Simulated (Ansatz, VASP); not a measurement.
# AlN: VASP beside Ansatz, part 3 of 4

One calculation is typed for both programs; each brings its own data sets. How far apart do they land? The cell is taken from a series of runs on this material, whose earlier steps may have relaxed, scaled, displaced or heated it; both programs get it as it stands.

VASP 6.6.1 and Ansatz 0.2.0.

So far: The structure; Ansatz: zone-centre phonons, PBE, pair 1; VASP: zone-centre phonons, PBE, pair 1.

## 3. VASP: zone-centre phonons, PBE, pair 1 (continued)

Level of this step: PBE; plane waves and PAW (Al, N) (VASP).

Numbers of over 12 decimals in the logs are rounded to 6 here.

Parts of OUTCAR (step 3):

```text
ion  position               nearest neighbor table
   1  0.333  0.667  0.999-   4 1.89   4 1.89   4 1.89   3 1.90   2 3.07   2 3.07   2 3.07   2 3.07
                             2 3.07   2 3.07
   2  0.667  0.333  0.499-   3 1.89   3 1.89   3 1.89   4 1.90   1 3.07   1 3.07   1 3.07   1 3.07
                             1 3.07   1 3.07
   3  0.333  0.667  0.381-   2 1.89   2 1.89   2 1.89   1 1.90
   4  0.667  0.333  0.881-   1 1.89   1 1.89   1 1.89   2 1.90

  LATTYP: Found a hexagonal cell.
 ALAT       =     3.1137658873
 C/A-ratio  =     1.6014906583

 Subroutine GETGRP returns: Found 12 space group operations
 (whereof  6 operations were pure point group operations)

The static configuration has the point symmetry C_3v.
 The point group associated with its full space group is C_6v.

 Found     36 irreducible k-points:

   k-points           NKPTS =     36   k-points in BZ     NKDIM =     36   number of bands    NBANDS=     14

   dimension x,y,z NGX =    28 NGY =   28 NGZ =   40
   dimension x,y,z NGXF=    56 NGYF=   56 NGZF=   80

   ENCUT  =  600.0 eV  44.10 Ry    6.64 a.u.   6.22  6.22  9.96*2*pi/ulx,y,z

   NELECT =      16.0000    total number of electrons

 k-points in reciprocal lattice and weights: Automatic mesh
   0.00000000  0.00000000  0.00000000       0.003
   0.11111111 -0.00000000  0.00000000       0.019
   0.22222222 -0.00000000  0.00000000       0.019
   0.33333333  0.00000000  0.00000000       0.019
   0.44444444 -0.00000000  0.00000000       0.019
   0.11111111  0.11111111  0.00000000       0.019
   0.22222222  0.11111111  0.00000000       0.037
   0.33333333  0.11111111  0.00000000       0.037
   0.44444444  0.11111111  0.00000000       0.019
[...]
0.33333333  0.22222222  0.50000000       0.037
   0.33333333  0.33333333  0.50000000       0.006

 average (electrostatic) potential at core
       1 -71.6986       2 -71.6986       3 -59.9558       4 -59.9558

  Total        0.7684513      0.7684513      0.7817971      0.0000000     -0.0000000      0.0000000
  in kB       29.4045144     29.4045144     29.9151856      0.0000000     -0.0000000      0.0000000
[...]
3.113765887  0.000000000  0.000000000     0.321154524  0.185418651  0.000000000
    -1.556882944  2.696600360  0.000000000     0.000000000  0.370837301  0.000000000
     0.000000000  0.000000000  4.986666981     0.000000000  0.000000000  0.200534747

 POSITION                                       TOTAL-FORCE (eV/Angst)
 -----------------------------------------------------------------------------------
     -0.00000      1.79773      4.98217         0.000000      0.000000     -0.000750
      1.55688      0.89887      2.48884        -0.000000      0.000000     -0.000750
     -0.00000      1.79773      1.89943        -0.000000      0.000000      0.000750
      1.55688      0.89887      4.39276         0.000000     -0.000000      0.000750
 -----------------------------------------------------------------------------------
    total drift:                               -0.000000      0.000000      0.000466

 MACROSCOPIC STATIC DIELECTRIC TENSOR (including local field effects in DFT)
 ------------------------------------------------------
           4.440365     0.000000     0.000000
           0.000000     4.440365     0.000000
           0.000000     0.000000     4.662382
 ------------------------------------------------------

 PIEZOELECTRIC TENSOR (including local field effects)  for field in x, y, z        (C/m^2)
          XX          YY          ZZ          XY          YZ          ZX
  --------------------------------------------------------------------------------
  x     0.00000    -0.00000     0.00000    -0.00000     0.00000     0.33723
  y     0.00000     0.00000    -0.00000     0.00000     0.33723     0.00000
  z     0.26356     0.26356    -0.40414     0.00000     0.00000     0.00000

 BORN EFFECTIVE CHARGES (including local field effects) (in |e|, cummulative output)
 ---------------------------------------------------------------------------------
 ion    1
    1     2.51369     0.00000    -0.00000
    2     0.00000     2.51369     0.00000
    3    -0.00000     0.00000     2.67501
 ion    2
    1     2.51369     0.00000     0.00000
    2     0.00000     2.51369    -0.00000
    3     0.00000     0.00000     2.67501
 ion    3
    1    -2.51369    -0.00000     0.00000
    2    -0.00000    -2.51369     0.00000
    3     0.00000     0.00000    -2.67501
 ion    4
    1    -2.51369    -0.00000     0.00000
    2    -0.00000    -2.51369     0.00000
    3     0.00000     0.00000    -2.67501

 Eigenvectors and eigenvalues of the dynamical matrix
 ----------------------------------------------------

   1 f  =   21.608384 THz   135.769483 2PiTHz  720.778116 cm-1    89.365057 meV
             X         Y         Z           dx          dy          dz
     -0.000000  1.797734  4.982173     0.000000    0.000000    0.012627
      1.556883  0.898867  2.488840     0.000000    0.000000   -0.012627
     -0.000000  1.797734  1.899427    -0.000000   -0.000000   -0.706994
      1.556883  0.898867  4.392761    -0.000000   -0.000000    0.706994

   2 f  =   19.945287 THz   125.319933 2PiTHz  665.303154 cm-1    82.487041 meV
             X         Y         Z           dx          dy          dz
     -0.000000  1.797734  4.982173     0.371590    0.180869    0.000000
      1.556883  0.898867  2.488840     0.371590    0.180869   -0.000000
     -0.000000  1.797734  1.899427    -0.515898   -0.251110   -0.000000
      1.556883  0.898867  4.392761    -0.515898   -0.251110   -0.000000

   3 f  =   19.945287 THz   125.319933 2PiTHz  665.303154 cm-1    82.487041 meV
             X         Y         Z           dx          dy          dz
     -0.000000  1.797734  4.982173    -0.180869    0.371590   -0.000000
      1.556883  0.898867  2.488840    -0.180869    0.371590   -0.000000
     -0.000000  1.797734  1.899427     0.251110   -0.515898    0.000000
      1.556883  0.898867  4.392761     0.251110   -0.515898    0.000000

   4 f  =   19.624296 THz   123.303087 2PiTHz  654.596048 cm-1    81.159530 meV
             X         Y         Z           dx          dy          dz
     -0.000000  1.797734  4.982173     0.343120    0.167008    0.000000
      1.556883  0.898867  2.488840    -0.343120   -0.167008   -0.000000
     -0.000000  1.797734  1.899427     0.535259    0.260528   -0.000000
      1.556883  0.898867  4.392761    -0.535259   -0.260528   -0.000000

   5 f  =   19.624296 THz   123.303087 2PiTHz  654.596048 cm-1    81.159530 meV
             X         Y         Z           dx          dy          dz
     -0.000000  1.797734  4.982173     0.167008   -0.343120    0.000000
      1.556883  0.898867  2.488840    -0.167008    0.343120    0.000000
     -0.000000  1.797734  1.899427     0.260528   -0.535259    0.000000
      1.556883  0.898867  4.392761    -0.260528    0.535259   -0.000000

   6 f  =   18.255229 THz   114.700988 2PiTHz  608.928900 cm-1    75.497527 meV
             X         Y         Z           dx          dy          dz
     -0.000000  1.797734  4.982173    -0.000000   -0.000000    0.413385
      1.556883  0.898867  2.488840     0.000000   -0.000000    0.413385
     -0.000000  1.797734  1.899427    -0.000000    0.000000   -0.573684
      1.556883  0.898867  4.392761     0.000000    0.000000   -0.573684

   7 f  =   16.314618 THz   102.507769 2PiTHz  544.197086 cm-1    67.471809 meV
             X         Y         Z           dx          dy          dz
     -0.000000  1.797734  4.982173    -0.000000   -0.000000    0.706994
      1.556883  0.898867  2.488840     0.000000    0.000000   -0.706994
     -0.000000  1.797734  1.899427    -0.000000   -0.000000    0.012627
      1.556883  0.898867  4.392761     0.000000    0.000000   -0.012627

   8 f  =    7.108077 THz    44.661368 2PiTHz  237.099942 cm-1    29.396633 meV
             X         Y         Z           dx          dy          dz
     -0.000000  1.797734  4.982173    -0.535250   -0.260546   -0.000000
      1.556883  0.898867  2.488840     0.535250    0.260546    0.000000
     -0.000000  1.797734  1.899427     0.343115    0.167020    0.000000
      1.556883  0.898867  4.392761    -0.343115   -0.167020    0.000000

   9 f  =    7.108077 THz    44.661368 2PiTHz  237.099942 cm-1    29.396633 meV
             X         Y         Z           dx          dy          dz
     -0.000000  1.797734  4.982173    -0.260546    0.535250    0.000000
      1.556883  0.898867  2.488840     0.260546   -0.535250    0.000000
     -0.000000  1.797734  1.899427     0.167020   -0.343115    0.000000
      1.556883  0.898867  4.392761    -0.167020    0.343115    0.000000

  10 f/i=    0.001094 THz     0.006874 2PiTHz    0.036492 cm-1     0.004524 meV
             X         Y         Z           dx          dy          dz
     -0.000000  1.797734  4.982173     0.289290   -0.495498   -0.000000
      1.556883  0.898867  2.488840     0.289290   -0.495498   -0.000000
     -0.000000  1.797734  1.899427     0.208369   -0.356896   -0.000000
      1.556883  0.898867  4.392761     0.208369   -0.356896   -0.000000

  11 f/i=    0.001094 THz     0.006874 2PiTHz    0.036492 cm-1     0.004524 meV
             X         Y         Z           dx          dy          dz
     -0.000000  1.797734  4.982173    -0.495498   -0.289290    0.000000
      1.556883  0.898867  2.488840    -0.495498   -0.289290    0.000000
     -0.000000  1.797734  1.899427    -0.356896   -0.208369    0.000000
      1.556883  0.898867  4.392761    -0.356896   -0.208369    0.000000

  12 f/i=    0.002612 THz     0.016412 2PiTHz    0.087127 cm-1     0.010802 meV
             X         Y         Z           dx          dy          dz
     -0.000000  1.797734  4.982173     0.000000   -0.000000    0.573684
      1.556883  0.898867  2.488840     0.000000   -0.000000    0.573684
     -0.000000  1.797734  1.899427     0.000000   -0.000000    0.413385
      1.556883  0.898867  4.392761     0.000000   -0.000000    0.413385

 MACROSCOPIC STATIC DIELECTRIC TENSOR IONIC CONTRIBUTION
 ------------------------------------------------------
           3.640148     0.000000     0.000000
           0.000000     3.640148     0.000000
           0.000000     0.000000     4.920337
 ------------------------------------------------------

 ELASTIC MODULI CONTR FROM IONIC RELAXATION (kBar)
 Direction    XX          YY          ZZ          XY          YZ          ZX
 --------------------------------------------------------------------------------
 XX        -712.7448    339.8456    412.7572     -0.0000     -0.0000     -0.0000
 YY         339.8456   -712.7448    412.7572     -0.0000      0.0000      0.0000
 ZZ         412.7572    412.7572   -913.7508      0.0000      0.0000      0.0000
 XY          -0.0000     -0.0000      0.0000   -526.2952     -0.0000      0.0000
 YZ          -0.0000      0.0000      0.0000     -0.0000   -131.7090     -0.0000
 ZX          -0.0000      0.0000      0.0000      0.0000     -0.0000   -139.4793
 --------------------------------------------------------------------------------

 PIEZOELECTRIC TENSOR IONIC CONTR  for field in x, y, z        (C/m^2)
          XX          YY          ZZ          XY          YZ          ZX
  --------------------------------------------------------------------------------
  x    -0.00000     0.00000     0.00000     0.00000    -0.00000    -0.67048
  y    -0.00000     0.00000     0.00000    -0.00000    -0.65154    -0.00000
  z    -0.90126    -0.90126     1.99519    -0.00000    -0.00000    -0.00000
```

## 4. Differences

Known differences besides the potentials themselves: fixed occupations in Ansatz, narrow Gaussian smearing in VASP; VASP's response is taken on the typed mesh, Ansatz refines its own for the field response alone; the cutoff is 1142.88 eV in Ansatz and 600 eV in VASP. Total energies have different zeros and are not compared.

Both answers:

```
                                     quantity  Ansatz   VASP  difference
                                        ε∞ xx    4.40   4.44     -0.84 %
                                        ε∞ yy    4.40   4.44     -0.84 %
                                        ε∞ zz    4.62   4.66     -0.85 %
Born charge of Al1 (mean of the diagonal) (e)    2.56   2.57       -0.01
 Born charge of N3 (mean of the diagonal) (e)   -2.56  -2.57       +0.01
                   optical mode 1 to 2 (cm⁻¹)   237.6  237.1     +0.19 %
                        optical mode 3 (cm⁻¹)   544.7  544.2     +0.10 %
                        optical mode 4 (cm⁻¹)   614.1  608.9     +0.85 %
                   optical mode 5 to 6 (cm⁻¹)   660.2  654.6     +0.86 %
                   optical mode 7 to 8 (cm⁻¹)   670.5  665.3     +0.78 %
                        optical mode 9 (cm⁻¹)   722.0  720.8     +0.17 %
```

Modes are paired by rising frequency, not by their patterns, so a pair may set unlike modes beside each other; they are those without the splitting of longitudinal modes.

[end of part 3 of 4]

[Lines on the potential files, build, host, timing and source positions are cut from VASP's logs without a mark.]

[Logs are printed without paths, hosts, clocks, repeated set-up lines and the standing remarks that a program may print on its own settings, such as how far it seeks lower states.]

[Hosts, paths, dates, database ids (printed as entryN), source tags and the programs' standing remarks are cut or masked in the printed files.]
